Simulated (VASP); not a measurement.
Energy against volume of CsPbCl₃ (cubic perovskite). These are SCAN meta-GGA, VASP's PBE PAW potentials (set 64) (plane waves; VASP) values and carry that method's errors. Settings: 520 eV cut-off, 4×4×4 Γ-centred mesh, Gaussian smearing of 0.050 eV, potentials Cs_sv Pb_d Cl.

```tsv
V (Å³/atom)	E (eV/atom)
34.905	-29.13268
35.984	-29.13636
37.064	-29.13472
38.143	-29.12870
```

Q: Fit these four points and predict the energy of the run at 33.825 Å³/atom.

A: A cubic in V^(−2/3), the third-order Birch-Murnaghan form, passes through the four points with V0 = 36.16 Å³/atom and B0 = 26 GPa, and gives -29.1225 eV/atom there. The run gave -29.1225 eV/atom, +0.0 meV/atom from the fit; all five points give B0 = 26 GPa.

The compound is CsPbCl3 in the cubic perovskite structure, the ideal cubic form; the compound distorts at low or room temperature. It was relaxed first.
